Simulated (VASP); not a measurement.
Energy against volume of AlN (zinc blende). Computed with PBE GGA with D3 dispersion (zero damping), VASP's PBE PAW potentials (set 64) (plane waves; VASP). Numerical set-up: 520 eV cut-off, 10×10×10 Γ-centred mesh, Gaussian smearing of 0.050 eV, potentials Al N.

```json
[
 {"V (Å³/atom)": "10.188", "E (eV/atom)": "-7.57862"},
 {"V (Å³/atom)": "10.503", "E (eV/atom)": "-7.58520"},
 {"V (Å³/atom)": "10.819", "E (eV/atom)": "-7.57983"},
 {"V (Å³/atom)": "11.134", "E (eV/atom)": "-7.56417"}
]
```

Task: Fit these four points and predict the energy of the run at 9.873 Å³/atom.

Result: A cubic in V^(−2/3), the third-order Birch-Murnaghan form, passes through the four points with V0 = 10.51 Å³/atom and B0 = 201 GPa, and gives -7.5583 eV/atom there. The run gave -7.5582 eV/atom, +0.1 meV/atom from the fit; all five points give B0 = 201 GPa.

The compound is AlN in the zinc blende structure, a metastable form; wurtzite is the usual one. It was relaxed first.
